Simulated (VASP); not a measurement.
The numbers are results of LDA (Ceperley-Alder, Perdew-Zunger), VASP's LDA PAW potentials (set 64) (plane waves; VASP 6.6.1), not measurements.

VASP ran on this input.

**POSCAR**
```
SrTiO3
1
    3.7142260817    -0.0000000000    -0.0000000000
    0.0000000000     3.7142260817    -0.0000000000
    0.0000000000     0.0000000000     3.7142260817
Sr Ti O
1 1 3
Direct
  0.0000000000   0.0000000000   0.0000000000
  0.5000000000   0.5000000000   0.5000000000
  0.5000000000   0.0000000000   0.5000000000
  0.0000000000   0.5000000000   0.5000000000
  0.5000000000   0.5000000000   0.0000000000
```

**KPOINTS**
```
kpoints
0
G
  6 6 6
```

INCAR:
```
ENCUT = 620   # plane-wave cut-off (eV)
LASPH = .TRUE.   # aspherical one-centre terms
EDIFFG = -0.02   # ionic stop
EDIFF = 1E-6   # SCF stop (eV)
IBRION = 2
SIGMA = 0.05
ALGO = Normal
ISIF = 3   # ions, shape and volume
ISMEAR = 0   # Gaussian
LMAXMIX = 4
SYSTEM = SrTiO3
PREC = Accurate
LWAVE = .FALSE.
PSTRESS = 300   # kbar
NSW = 40   # most ionic steps
LCHARG = .FALSE.
NELM = 100   # most electronic steps
LREAL = .FALSE.   # projection in real space or not
```

POTCAR, in this order: Sr_sv Ti_sv O (LDA.64 set). Program: vasp_std.

### Question
What does the run give for the energy per atom (σ→0), pressure, band gap (on the k-mesh)?

### Answer

```
Item                               Value
------------------------  --------------
energy per atom (σ→0)     -8.729 eV/atom
band gap (on the k-mesh)         1.98 eV
pressure                      298.0 kbar
```

### OSZICAR
```
...
DAV:   9    -0.436432110964E+02    0.39893E-01   -0.22414E-01  1248   0.581E+00    0.722E-01
DAV:  10    -0.436454425206E+02   -0.22314E-02   -0.77603E-02  1392   0.259E+00    0.445E-01
DAV:  11    -0.436432684679E+02    0.21741E-02   -0.25851E-02  1056   0.114E+00    0.172E-01
DAV:  12    -0.436431924001E+02    0.76068E-04   -0.15049E-03  1248   0.395E-01    0.623E-02
DAV:  13    -0.436432108359E+02   -0.18436E-04   -0.27612E-04  1512   0.113E-01    0.202E-02
DAV:  14    -0.436432130034E+02   -0.21675E-05   -0.21067E-05  1256   0.548E-02    0.450E-03
DAV:  15    -0.436432127899E+02    0.21354E-06   -0.28330E-06  1000   0.256E-02
   1 F= -.34048860E+02 E0= -.34048860E+02  d E =-.340489E+02
```

The compound is SrTiO3 in the cubic perovskite structure, the ideal cubic form; the compound distorts at low or room temperature. It was relaxed first under an external pressure of 30 GPa.
